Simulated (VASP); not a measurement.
OSZICAR of a VASP run on C (graphite):

File OSZICAR:
```
       N       E                     dE             d eps       ncg     rms          rms(c)
DAV:   1     0.488005213003E+02    0.48801E+02   -0.83845E+03  1016   0.123E+03
DAV:   2    -0.352108322106E+02   -0.84011E+02   -0.76770E+02  1352   0.233E+02
DAV:   3    -0.389664442228E+02   -0.37556E+01   -0.37278E+01  1288   0.504E+01
DAV:   4    -0.390190016623E+02   -0.52557E-01   -0.52501E-01  1228   0.667E+00
DAV:   5    -0.390202498548E+02   -0.12482E-02   -0.12478E-02  1276   0.983E-01    0.866E+00
DAV:   6    -0.373562704425E+02    0.16640E+01   -0.16492E+00  1136   0.888E+00    0.507E+00
DAV:   7    -0.368269671728E+02    0.52930E+00   -0.18341E+00  1192   0.944E+00    0.134E+00
DAV:   8    -0.368332285410E+02   -0.62614E-02   -0.50987E-02  1116   0.155E+00    0.885E-02
DAV:   9    -0.368332486567E+02   -0.20116E-04   -0.99084E-04  1300   0.263E-01    0.527E-02
DAV:  10    -0.368334248630E+02   -0.17621E-03   -0.19446E-04  1232   0.122E-01    0.221E-02
DAV:  11    -0.368334254859E+02   -0.62286E-06   -0.32858E-06  1320   0.157E-02    0.239E-03
DAV:  12    -0.368334259999E+02   -0.51408E-06   -0.68231E-07  1248   0.714E-03    0.155E-03
DAV:  13    -0.368334259321E+02    0.67815E-07   -0.47580E-08   884   0.185E-03
   1 F= -.37528019E+02 E0= -.37528019E+02  d E =-.375280E+02
       N       E                     dE             d eps       ncg     rms          rms(c)
DAV:   1    -0.369441534334E+02   -0.11073E+00   -0.36184E+00  1008   0.162E+01    0.113E+00
DAV:   2    -0.368874908305E+02    0.56663E-01   -0.76272E-02  1212   0.214E+00    0.664E-01
DAV:   3    -0.368604945108E+02    0.26996E-01   -0.85149E-02  1164   0.200E+00    0.180E-01
DAV:   4    -0.368603392040E+02    0.15531E-03   -0.29396E-03  1196   0.397E-01    0.838E-02
DAV:   5    -0.368603154558E+02    0.23748E-04   -0.20389E-04  1248   0.137E-01    0.137E-02
DAV:   6    -0.368603186753E+02   -0.32195E-05   -0.11306E-05  1216   0.265E-02    0.102E-02
DAV:   7    -0.368603228215E+02   -0.41462E-05   -0.73078E-06  1192   0.222E-02    0.141E-03
DAV:   8    -0.368603228890E+02   -0.67492E-07   -0.56808E-07  1296   0.616E-03
   2 F= -.37551031E+02 E0= -.37551031E+02  d E =-.230115E-01
       N       E                     dE             d eps       ncg     rms          rms(c)
DAV:   1    -0.368619297416E+02   -0.16069E-02   -0.68066E-02  1016   0.224E+00    0.156E-01
DAV:   2    -0.368608729212E+02    0.10568E-02   -0.14772E-03  1224   0.295E-01    0.913E-02
DAV:   3    -0.368603745893E+02    0.49833E-03   -0.15181E-03  1200   0.268E-01    0.238E-02
DAV:   4    -0.368603755101E+02   -0.92085E-06   -0.67682E-05  1192   0.605E-02    0.815E-03
DAV:   5    -0.368603720949E+02    0.34152E-05   -0.88565E-06  1220   0.225E-02    0.163E-03
DAV:   6    -0.368603721829E+02   -0.88012E-07   -0.32787E-07  1112   0.447E-03
   3 F= -.37551627E+02 E0= -.37551627E+02  d E =-.236075E-01
```

Q: Which electronic solver shows in the log?

A: It is blocked Davidson (ALGO = Normal, or the opening steps of other solvers). The INCAR had ALGO = Normal.

Q: Can the final energy be trusted as converged?

A: The run converged. It stopped with EDIFF = 1E-7, NELM = 100, NSW = 30 and EDIFFG = -0.01 after 3 ionic steps (PBE GGA with D4 dispersion, plane waves, VASP's PBE PAW potentials (set 64)).

The compound is C in the graphite structure. This cell is one point of a volume scan, at 1.03 of the reference volume. Symmetry was kept, so distortions that lower it aren't found.
